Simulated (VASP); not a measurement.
Computed with r2SCAN meta-GGA, VASP's PBE PAW potentials (set 64) (plane waves; VASP).

VASP ran on this input.

KPOINTS:
```
Automatic mesh
0
Gamma
12 12 12
0 0 0
```

### INCAR
```
! general
SYSTEM =Cr
PREC   =Accurate
ENCUT  =520   ! plane-wave cut-off (eV)
LREAL  =F   ! projection in real space or not
LASPH  =T   ! aspherical one-centre terms

! electronic loop
EDIFF  =1E-7   ! SCF stop (eV)
NELM   =100   ! most electronic steps
ALGO   =Normal   ! blocked Davidson
LMAXMIX=4
LMIXTAU=T

! smearing
ISMEAR =1
SIGMA  =0.1   ! width (eV)

! functional
METAGGA=R2SCAN

! spin
ISPIN  =2   ! spin-polarised
MAGMOM =2.7 -2.7

! ions
ISIF   =2

! output
LWAVE  =F
LCHARG =F
LORBIT =10
```

POSCAR:
```
Cr
1
    2.9679528283     0.0000000000     0.0000000000
    0.0000000000     2.9679528283     0.0000000000
    0.0000000000     0.0000000000     2.9679528283
Cr
2
Direct
  0.0000000000   0.0000000000   0.0000000000
  0.5000000000   0.5000000000   0.5000000000
```

POTCAR, in this order: Cr_pv (PBE.64 set). Program: vasp_std.

Problem. What will the output report for the number of irreducible k-points (NKPTS), largest plane-wave count, number of space-group operations, FFT grid (NGX, NGY, NGZ)?

Solution. 
```yaml
number of irreducible k-points (NKPTS): 84
largest_plane_wave_count: 739
number_of_space_group_operations: 48
FFT grid (NGX, NGY, NGZ): 24 × 24 × 24
```

The compound is Cr in the bcc, AFM order structure. It was relaxed first, which changed the volume by +9 %.
